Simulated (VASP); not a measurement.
Si3Bi2Te3, 16 atoms in the cell. The structure is trigonal, space group P-3m1 (No. 164). Conventional cell: a = 4.101 Å, b = 4.101 Å, c = 31.900 Å, α = 90.00°, β = 90.00°, γ = 120.00°. Si (site symmetry 3m) is surrounded by 4 Si at 2.37 to 2.47 Å. Si (site symmetry 3m) is surrounded by 4 Si at 2.37 to 2.46 Å. Si (site symmetry 3m) is surrounded by 3 Si at 2.46 Å and 1 Te at 2.64 Å. Bi (site symmetry 3m) has 6 Te at 3.05 to 3.35 Å as nearest neighbours. Bi (site symmetry 3m) has 6 Te at 3.16 to 3.18 Å as nearest neighbours. Te (site symmetry 3m) has 3 Bi at 3.05 Å as nearest neighbours. Around Te (site symmetry 3m) lie 6 Bi at 3.18 to 3.35 Å. Around Te (site symmetry 3m) lie 1 Si at 2.64 Å. The cell was built by a generator and needn't be a form met in nature.

```yaml
Program: VASP 6.6.1
Task: band structure
Functional: PBE
Potentials_or_basis: VASP PAW PBE potentials, release 64 (Si, Bi_d, Te)
Cutoff: 520 eV
k_mesh: 8 × 8 × 1
Occupations: gaussian, width 0.1 eV
Spin: no spin polarisation
Further_INCAR_settings: ALGO = Normal; EDIFF = 1e-07; NBANDS = 74
```

Potentials or basis: VASP PAW PBE potentials, release 64 (Si, Bi_d, Te).

The run is started by

```sh
$ cat potpaw_PBE.64/Si/POTCAR potpaw_PBE.64/Bi_d/POTCAR potpaw_PBE.64/Te/POTCAR > POTCAR
$ cp INCAR.step1 INCAR
$ cp KPOINTS.step1 KPOINTS
$ mpirun -np 4 vasp_std > vasp.out
$ cp INCAR.step2 INCAR
$ cp KPOINTS.step2 KPOINTS
$ mpirun -np 4 vasp_std > vasp.out
```

Hardware: 4 MPI ranks on Intel(R) Xeon(R) Platinum 8375C CPU @ 2.90GHz (Ice Lake), with other jobs on the host.

How long does it take, and how much memory?

It took 45 min on 4 MPI ranks on Intel(R) Xeon(R) Platinum 8375C CPU @ 2.90GHz (Ice Lake) (shared host), peak memory 2.9 GiB a rank. Counts: scf iterations 10, k points 135.
